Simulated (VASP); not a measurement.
All values below come from PBE GGA, VASP's PBE PAW potentials (set 64) (plane waves; VASP).

VASP ran on this input.

**KPOINTS**
```
K-points
0
Gamma
  9 9 3
0 0 0
```

**POSCAR**
```
Os
1
    2.7545900000     0.0000000000     0.0000000000
   -1.3772950000     2.3855450000     0.0000000000
    0.0000000000     0.0000000000     8.8629110000
Os
4
Direct
  0.0000000000   0.0000000000   0.0000000000
  0.0000000000   0.0000000000   0.5000000000
  0.3333330000   0.6666670000   0.2500000000
  0.6666670000   0.3333330000   0.7500000000
```

### INCAR
```
! general
SYSTEM  = Os
PREC    = Accurate
ENCUT   = 300
LREAL   = .FALSE.   ! projection in real space or not
LASPH   = .TRUE.   ! aspherical one-centre terms

! electronic loop
EDIFF   = 1E-6
NELM    = 100
ALGO    = Normal   ! blocked Davidson
LMAXMIX = 6   ! l cut-off of mixed one-centre charges

! smearing
ISMEAR  = 0   ! Gaussian
SIGMA   = 0.1   ! width (eV)

! functional
GGA     = PE   ! PBE

! ions
ISIF    = 2   ! forces and stress, cell fixed

! output
LWAVE   = .FALSE.
LCHARG  = .FALSE.
```

POTCAR, in this order: Os (PBE.64 set). Program: vasp_std.

What VASP printed:

File OSZICAR:
```
       N       E                     dE             d eps       ncg     rms          rms(c)
DAV:   1     0.117581812007E+03    0.11758E+03   -0.11134E+04  1064   0.961E+02
DAV:   2    -0.343850743501E+02   -0.15197E+03   -0.14225E+03  1080   0.366E+02
DAV:   3    -0.468926189333E+02   -0.12508E+02   -0.11939E+02  1480   0.712E+01
DAV:   4    -0.474243127298E+02   -0.53169E+00   -0.47109E+00  1312   0.127E+01
DAV:   5    -0.474701084624E+02   -0.45796E-01   -0.43779E-01  1308   0.206E+00    0.331E+01
DAV:   6    -0.451791315277E+02    0.22910E+01   -0.31596E+00  1168   0.119E+01    0.151E+01
DAV:   7    -0.445545753757E+02    0.62456E+00   -0.22730E+00  1304   0.986E+00    0.942E-01
DAV:   8    -0.445438576979E+02    0.10718E-01   -0.73184E-02  1508   0.230E+00    0.445E-01
DAV:   9    -0.445347023262E+02    0.91554E-02   -0.83812E-03  1156   0.832E-01    0.205E-01
DAV:  10    -0.445344668814E+02    0.23544E-03   -0.13340E-03  1524   0.247E-01    0.500E-02
DAV:  11    -0.445344207796E+02    0.46102E-04   -0.23801E-04  1496   0.136E-01    0.252E-02
DAV:  12    -0.445343929120E+02    0.27868E-04   -0.15623E-05  1252   0.374E-02    0.975E-03
DAV:  13    -0.445343900275E+02    0.28846E-05   -0.14645E-06   644   0.114E-02    0.395E-03
DAV:  14    -0.445343902307E+02   -0.20325E-06   -0.41671E-07   596   0.558E-03
   1 F= -.44534390E+02 E0= -.44524039E+02  d E =-.207018E-01
```

File OUTCAR:
```
------------------------ aborting loop because EDIFF is reached ----------------------------------------
  FORCE on cell =-STRESS in cart. coord.  units (eV):
  Direction    XX          YY          ZZ          XY          YZ          ZX
  --------------------------------------------------------------------------------------
  Total       -2.8197022     -2.8197024     -3.1454001     -0.0000000      0.0000000      0.0000000
  in kB      -77.5698333    -77.5698387    -86.5297619     -0.0000000      0.0000000      0.0000000
  external PRESSURE =     -80.5564780 kB  Pullay stress =       0.0000000 kB
  volume of cell :       58.24
      direct lattice vectors                 reciprocal lattice vectors
     2.754590000  0.000000000  0.000000000     0.363030433  0.209595711  0.000000000
    -1.377295000  2.385545000  0.000000000     0.000000000  0.419191422  0.000000000
     0.000000000  0.000000000  8.862911000     0.000000000  0.000000000  0.112829746
 POSITION                                       TOTAL-FORCE (eV/Angst)
 -----------------------------------------------------------------------------------
      0.00000      0.00000      0.00000         0.000000      0.000000      0.000000
      0.00000      0.00000      4.43146         0.000000      0.000000      0.000000
     -0.00000      1.59036      2.21573        -0.000000      0.000000      0.000000
      1.37730      0.79518      6.64718        -0.000000     -0.000000     -0.000000
 -----------------------------------------------------------------------------------
    total drift:                                0.000000     -0.000000      0.000000
  FREE ENERGIE OF THE ION-ELECTRON SYSTEM (eV)
  ---------------------------------------------------
  free  energy   TOTEN  =       -44.5343902307 eV

  energy  without entropy=      -44.5136883925  energy(sigma->0) =      -44.52403931
```
(Selected blocks of OUTCAR.)

At this cut-off the stress carries a Pulay error, which pulls relaxed volumes low.

The structure was generated: Os was put into an ordered model structure, which need not be its known phase. The cell was not relaxed at this level. VASP warned that the highest band is occupied, so more bands are needed.
